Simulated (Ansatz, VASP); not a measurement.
**Two plane-wave programs on MgRh**

```xyz
2
Lattice="3.0471 0.0000 0.0000 0.0000 3.0471 0.0000 0.0000 0.0000 3.0471" Properties=species:S:1:pos:R:3 pbc="T T T"
Mg    0.0000    0.0000    0.0000
Rh    1.5236    1.5236    1.5236
```

Alike in both runs: functional LDA; k mesh 14 × 14 × 14; occupations gaussian, width 0.1 eV; no spin polarisation.

Ansatz relaxed the structure, and its values are those at the end. VASP's run is a single point on that final structure, the one shown.

|  | VASP | Ansatz |
| --- | --- | --- |
| version | VASP 6.6.1 | Ansatz 0.2.0 |
| potentials or method | VASP PAW LDA potentials, release 64 (Mg, Rh_pv) | scalar-relativistic, plane waves, PAW |
| plane-wave cutoff (eV) | 520 | 520 |
| valence electrons in the cell | 17 | 27 |

VASP gave:

- gap on the k mesh at the Fermi level (eV): none
- pressure (GPa): -0.3

Task: Which values does Ansatz return?

Result: gap on the k mesh at the Fermi level (eV): none; pressure (GPa): 0.0.

A gap of «none» marks a metal or a gap that the smearing closes. The two sets of potentials don't hold the same shells in valence.
